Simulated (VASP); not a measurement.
These are LDA (Ceperley-Alder, Perdew-Zunger), VASP's LDA PAW potentials (set 64) (plane waves; VASP) values and carry that method's errors.

The input files of a VASP run:

### INCAR
```
ALGO  =  Normal
EDIFF  =  1E-6
EDIFFG  =  -0.01
ENCUT  =  520
IBRION  =  2
ISIF  =  3
ISMEAR  =  1
ISPIN  =  2
LASPH  =  T
LCHARG  =  F
LMAXMIX  =  4
LORBIT  =  10
LREAL  =  F
LWAVE  =  F
MAGMOM  =  1.9
NELM  =  100
NSW  =  60
PREC  =  Accurate
SIGMA  =  0.1
SYSTEM  =  Fe
```

**KPOINTS**
```
Regular mesh
0
Gamma
 17 17 17
```

**POSCAR**
```
Fe
1
   -1.3724416659     1.3724416659     1.3724416659
    1.3724416659    -1.3724416659     1.3724416659
    1.3724416659     1.3724416659    -1.3724416659
Fe
1
Direct
  0.0000000000   0.0000000000   0.0000000000
```

POTCAR, in this order: Fe (LDA.64 set). Program: vasp_std.

Output of the run:

File OSZICAR:
```
       N       E                     dE             d eps       ncg     rms          rms(c)
DAV:   1     0.143322296257E+02    0.14332E+02   -0.41371E+03  6260   0.113E+03
DAV:   2    -0.101126781668E+02   -0.24445E+02   -0.23223E+02  6008   0.131E+02
DAV:   3    -0.104364342240E+02   -0.32376E+00   -0.32253E+00  6647   0.209E+01
DAV:   4    -0.104380368436E+02   -0.16026E-02   -0.16024E-02  6631   0.133E+00
DAV:   5    -0.104380522035E+02   -0.15360E-04   -0.15361E-04  6469   0.116E-01    0.128E+01
DAV:   6    -0.929503399180E+01    0.11430E+01   -0.11841E+01  6294   0.603E+01    0.454E+00
DAV:   7    -0.923680584499E+01    0.58228E-01   -0.58512E-01  6298   0.134E+01    0.297E+00
DAV:   8    -0.923213105489E+01    0.46748E-02   -0.82343E-03  7563   0.964E-01    0.152E+00
DAV:   9    -0.922235815070E+01    0.97729E-02   -0.11431E-02  7594   0.120E+00    0.569E-01
DAV:  10    -0.922054416238E+01    0.18140E-02   -0.76175E-04  7998   0.373E-01    0.864E-01
DAV:  11    -0.922363944966E+01   -0.30953E-02   -0.54637E-03  7371   0.107E+00    0.369E-02
DAV:  12    -0.922364297840E+01   -0.35287E-05   -0.15703E-05  6999   0.598E-02    0.120E-02
DAV:  13    -0.922364391618E+01   -0.93778E-06   -0.55862E-07  3382   0.118E-02
   1 F= -.92236439E+01 E0= -.92236521E+01  d E =-.922364E+01  mag=     2.0015
       N       E                     dE             d eps       ncg     rms          rms(c)
DAV:   1    -0.924217836516E+01   -0.18535E-01   -0.41926E-01  6184   0.124E+01    0.130E+00
DAV:   2    -0.922553979375E+01    0.16639E-01   -0.18198E-01  6255   0.690E+00    0.111E+00
DAV:   3    -0.922368045613E+01    0.18593E-02   -0.12154E-02  6300   0.191E+00    0.418E-01
DAV:   4    -0.922348110781E+01    0.19935E-03   -0.10120E-04  6343   0.173E-01    0.100E-01
DAV:   5    -0.922330669574E+01    0.17441E-03   -0.20107E-04  6443   0.130E-01    0.132E-02
DAV:   6    -0.922330884634E+01   -0.21506E-05   -0.23093E-06  5465   0.134E-02    0.929E-03
DAV:   7    -0.922330872652E+01    0.11982E-06   -0.45166E-07  3004   0.960E-03
   2 F= -.92233087E+01 E0= -.92233866E+01  d E =0.335190E-03  mag=     2.0262
       N       E                     dE             d eps       ncg     rms          rms(c)
DAV:   1    -0.923046503882E+01   -0.71562E-02   -0.14811E-01  6190   0.733E+00    0.756E-01
DAV:   2    -0.922461840077E+01    0.58466E-02   -0.59196E-02  6254   0.397E+00    0.610E-01
DAV:   3    -0.922410255675E+01    0.51584E-03   -0.33053E-03  6309   0.100E+00    0.250E-01
DAV:   4    -0.922403046030E+01    0.72096E-04   -0.26035E-05  6289   0.782E-02    0.544E-02
DAV:   5    -0.922396909438E+01    0.61366E-04   -0.74627E-05  6557   0.696E-02    0.757E-03
DAV:   6    -0.922396975208E+01   -0.65770E-06   -0.17624E-06  4490   0.201E-02
   3 F= -.92239698E+01 E0= -.92240028E+01  d E =-.325836E-03  mag=     2.0121
```

File OUTCAR:
```
------------------------ aborting loop because EDIFF is reached ----------------------------------------
  FORCE on cell =-STRESS in cart. coord.  units (eV):
  Direction    XX          YY          ZZ          XY          YZ          ZX
  --------------------------------------------------------------------------------------
  Total       -0.0041006     -0.0041006     -0.0041006      0.0000000     -0.0000000      0.0000000
  in kB       -0.6314607     -0.6314607     -0.6314607      0.0000000     -0.0000000      0.0000000
  external PRESSURE =      -0.6314607 kB  Pullay stress =       0.0000000 kB
  volume of cell :       10.40
      direct lattice vectors                 reciprocal lattice vectors
    -1.375255240  1.375255240  1.375255240     0.000000000  0.363568875  0.363568875
     1.375255240 -1.375255240  1.375255240     0.363568875  0.000000000  0.363568875
     1.375255240  1.375255240 -1.375255240     0.363568875  0.363568875  0.000000000
 POSITION                                       TOTAL-FORCE (eV/Angst)
 -----------------------------------------------------------------------------------
      0.00000      0.00000     -0.00000         0.000000      0.000000     -0.000000
 -----------------------------------------------------------------------------------
    total drift:                                0.000000     -0.000000      0.000000
  FREE ENERGIE OF THE ION-ELECTRON SYSTEM (eV)
  ---------------------------------------------------
  free  energy   TOTEN  =        -9.2239697521 eV

  energy  without entropy=       -9.2240689882  energy(sigma->0) =       -9.22400283

 total charge

# of ion       s       p       d       tot
------------------------------------------
    1        0.527   0.617   6.331   7.476

 magnetization (x)

# of ion       s       p       d       tot
------------------------------------------
    1       -0.009  -0.033   2.020   1.978

 reached required accuracy - stopping structural energy minimisation
```
(Selected blocks of OUTCAR.)

### CONTCAR
```
Fe
   1.00000000000000
    -1.3752552397072131    1.3752552397072131    1.3752552397072131
     1.3752552397072131   -1.3752552397072131    1.3752552397072131
     1.3752552397072131    1.3752552397072131   -1.3752552397072131
  Fe
     1
Direct
     0.0000000000000000    0.0000000000000000    0.0000000000000000
```

The compound is Fe in the bcc structure. This run relaxes it. Symmetry was kept, so distortions that lower it aren't found. The start is the result of an earlier pass.
